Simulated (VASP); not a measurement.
The system is Lu.

```
CELL_PARAMETERS angstrom
3.50310 0.00000 0.00000
-1.75155 3.03377 0.00000
0.00000 0.00000 5.55090
ATOMIC_POSITIONS crystal
Lu 0.33333 0.66667 0.25000
Lu 0.66667 0.33333 0.75000
```

| Property | Result |
| --- | --- |
| Program | VASP 6.6.1 |
| Task | relaxation of cell and atoms |
| Functional | PBE |
| Potentials or basis | VASP PAW PBE potentials, release 64 (Lu) |
| Cutoff | 300 eV |
| k mesh | 6 × 6 × 4 |
| Occupations | methfessel-paxton, width 0.1 eV |
| Spin | no spin polarisation |

At the start: pressure -0.8 GPa; volume 29.50 Å³/atom.

Task: How do energy, volume and symmetry change on relaxing?

Result: Over 5 steps the energy falls by 5.8 meV/atom and the volume is 28.95 Å³/atom (-1.9 %); space group P6_3/mmc (No. 194, to 0.05 Å).

The path:
| step | energy change (eV) | largest force (eV/Å) | pressure (GPa) | volume (Å³) |
| --- | --- | --- | --- | --- |
| 1 | 0.0000 | 0.0000 | -0.84 | 58.99 |
| 2 | -0.0111 | 0.0000 | 0.23 | 57.67 |
| 3 | -0.0111 | 0.0000 | 0.27 | 57.62 |
| 4 | -0.0116 | 0.0000 | -0.07 | 57.96 |
| 5 | -0.0116 | 0.0000 | 0.00 | 57.90 |

Final structure:
```
Lu
1.0
     3.51239    0.00000    0.00000
    -1.75619    3.04182    0.00000
     0.00000    0.00000    5.41935
Lu
2
Direct
  0.33333 0.66667 0.25000
  0.66667 0.33333 0.75000
```

Caveat: the cutoff is under 1.25 times the usual one of these potentials, so pressure, stress and relaxed cells hold a basis-set (Pulay) error.
